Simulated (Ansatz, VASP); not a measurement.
**BeRhS3: VASP beside Ansatz**

```xyz
5
Lattice="4.2239 0.0000 0.0000 0.0000 4.2239 0.0000 0.0000 0.0000 4.2239" Properties=species:S:1:pos:R:3 pbc="T T T"
Be    0.0000    0.0000    0.0000
Rh    2.1120    2.1120    2.1120
S     2.1120    0.0000    0.0000
S     0.0000    2.1120    0.0000
S     0.0000    0.0000    2.1120
```

Alike in both runs: functional PBE; k mesh 4 × 4 × 4; occupations gaussian, width 0.1 eV; collinear spin.

Ansatz relaxed the structure, and its values are those at the end. VASP's run is a single point on that final structure, the one shown.

|  | VASP | Ansatz |
| --- | --- | --- |
| version | VASP 6.6.1 | Ansatz 0.2.0 |
| potentials or method | VASP PAW PBE potentials, release 64 (Be, Rh_pv, S) | scalar-relativistic, plane waves, PAW |
| plane-wave cutoff (eV) | 520 | 420 |
| valence electrons in the cell | 35 | 37 |

```csv
,VASP,Ansatz,Ansatz less VASP
gap on the k mesh at the Fermi level (eV),none,none,-
pressure (GPa),-0.1,0.0,+0.06
net moment per atom (μB),0.00,0.00,0.000
```

A gap of «none» marks a metal or a gap that the smearing closes. The two sets of potentials don't hold the same shells in valence. Ansatz warned: «seeded_moment_not_kept».

Caveats: the k mesh is coarse (spacing up to 0.37 Å⁻¹), so the values aren't converged.
